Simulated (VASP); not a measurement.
# MgZr (space group P-6m2): computed properties

The numbers are results of PBEsol GGA, VASP's PBE PAW potentials (set 64) (plane waves; VASP), not measurements.

```json
{
 "space_group": "P-6m2 (187)",
 "cell": "a = b = 3.0159 Å, c = 5.4667 Å, α = β = 90.00°, γ = 120.00°",
 "volume_per_atom": "21.53 Å³/atom",
 "band gap (over mesh and band path)": "none (metal, semimetal or under 0.01 eV)",
 "hill_bulk_modulus": "69.6 GPa",
 "hill_shear_modulus": "33.7 GPa",
 "Poisson's ratio": "0.292",
 "band_gap_with_spin_orbit_coupling": "none (metallic)",
 "density": "4.45 g/cm³",
 "optical Γ-point spectrum": "111 (×2), 234 cm⁻¹",
 "C11": "126 GPa",
 "C12": "73.8 GPa",
 "C13": "16.2 GPa",
 "C33": "162 GPa",
 "C44": "27.1 GPa",
 "C66": "26.3 GPa"
}
```

```cif
data_MgZr
_chemical_formula_sum 'Mg1 Zr1'
_space_group_name_H-M_alt 'P 1'
_space_group_IT_number 1
_cell_length_a 3.01595
_cell_length_b 3.01595
_cell_length_c 5.46672
_cell_angle_alpha 90.000
_cell_angle_beta 90.000
_cell_angle_gamma 120.000
loop_
_space_group_symop_operation_xyz
  'x, y, z'
loop_
_atom_site_label
_atom_site_type_symbol
_atom_site_fract_x
_atom_site_fract_y
_atom_site_fract_z
_atom_site_occupancy
Mg1 Mg 0.00000 0.00000 0.00000 1
Zr1 Zr 0.66667 0.33333 0.50000 1
```

Finite-difference elastic constants of metals are sensitive to mesh and smearing; shear constants can be off by tens of GPa.

The structure comes from a computed database's MgZr entry (P-6m2); how it stands against other phases isn't given here. It was relaxed first. Symmetry was kept, so distortions that lower it aren't found.
